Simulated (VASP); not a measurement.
MoH4:

```
H Mo
1.0
    -2.53719    2.53719    2.53719
     2.53719   -2.53719    2.53719
     2.53719    2.53719   -2.53719
H Mo
4 1
Direct
  0.00000 0.00000 0.74631
  0.74631 0.00000 0.00000
  0.00000 0.74631 0.00000
  0.25369 0.25369 0.25369
  0.00000 0.00000 0.00000
```

The cell was built by a generator and needn't be a form met in nature.

- Program: VASP 6.6.1
- Task: relaxation of cell and atoms
- Functional: PBE
- Potentials or basis: VASP PAW PBE potentials, release 64 (H, Mo_sv)
- Cutoff: 600 eV
- k mesh: 8 × 8 × 8
- Occupations: gaussian, width 0.05 eV
- Spin: no spin polarisation

At the start: pressure 96.6 GPa; volume 13.07 Å³/atom.

Task: How do energy, volume and symmetry change on relaxing?

Result: Over 38 steps the energy falls by 4632.7 meV/atom and the volume is 7.33 Å³/atom (-43.9 %); space group Im-3m (No. 229, to 0.05 Å).

Step by step:
```tsv
step	energy change (eV)	largest force (eV/Å)	pressure (GPa)	volume (Å³)
1	0.0000	27.2629	96.59	65.33
2	-11.7809	1.6317	-8.61	171.70
3	-11.7721	1.5884	-8.65	170.27
4	-11.7634	1.4969	-8.84	167.49
5	-16.4168	1.8512	-13.95	108.52
6	-20.4595	1.0519	-8.39	85.11
7	-20.5213	1.8766	5.02	74.79
8	-20.8151	0.0767	-3.85	80.27
9	-20.8314	0.2827	-2.20	79.00
10	-20.8314	0.1960	-2.60	79.29
11	-20.8771	0.2895	-2.43	77.04
12	-21.0193	0.6000	-1.78	70.56
13	-21.3117	1.3615	0.79	58.71
14	-21.5261	3.4718	20.25	39.14
15	-21.5309	3.4725	20.40	39.05
16	-21.5449	3.4766	20.77	38.77
17	-21.5714	3.4833	21.61	38.21
18	-21.6173	3.4954	23.50	37.11
19	-21.6743	3.5059	28.32	34.97
20	-21.5889	3.4256	43.23	30.95
21	-21.6609	3.5394	32.83	33.48
22	-21.7299	3.4247	32.07	33.45
23	-21.9229	3.0925	29.82	33.36
24	-22.2505	2.4741	26.03	33.18
25	-22.6981	1.4491	20.39	32.81
26	-22.9067	0.3461	19.33	32.09
27	-22.9417	0.1896	17.96	32.30
28	-22.9964	0.2345	15.24	32.87
29	-23.1018	0.3250	7.38	34.61
30	-23.1000	0.3315	-3.56	38.28
31	-23.1311	0.3557	1.10	36.49
32	-23.1314	0.3559	1.53	36.35
33	-23.1402	0.3020	1.17	36.40
34	-23.1580	0.1457	0.31	36.55
35	-23.1573	0.1452	-0.57	36.84
36	-23.1635	0.0023	-0.28	36.69
37	-23.1635	0.0044	-0.25	36.68
38	-23.1635	0.0018	-0.11	36.64
```

Final structure:
```cif
data_structure
_symmetry_space_group_name_H-M 'P 1'
_symmetry_Int_Tables_number 1
_cell_length_a 3.6240
_cell_length_b 3.6240
_cell_length_c 3.6240
_cell_angle_alpha 109.471
_cell_angle_beta 109.471
_cell_angle_gamma 109.471
_cell_volume 36.64
loop_
_atom_site_label
_atom_site_type_symbol
_atom_site_fract_x
_atom_site_fract_y
_atom_site_fract_z
_atom_site_occupancy
H1 H 0.00000 0.00000 0.50007 1
H2 H 0.50007 0.00000 0.00000 1
H3 H 0.00000 0.50007 0.00000 1
H4 H 0.49993 0.49993 0.49993 1
Mo1 Mo 0.00000 0.00000 0.00000 1
```

Caveat: the volume moved by over 15 % at a fixed basis, so the end points are rough.
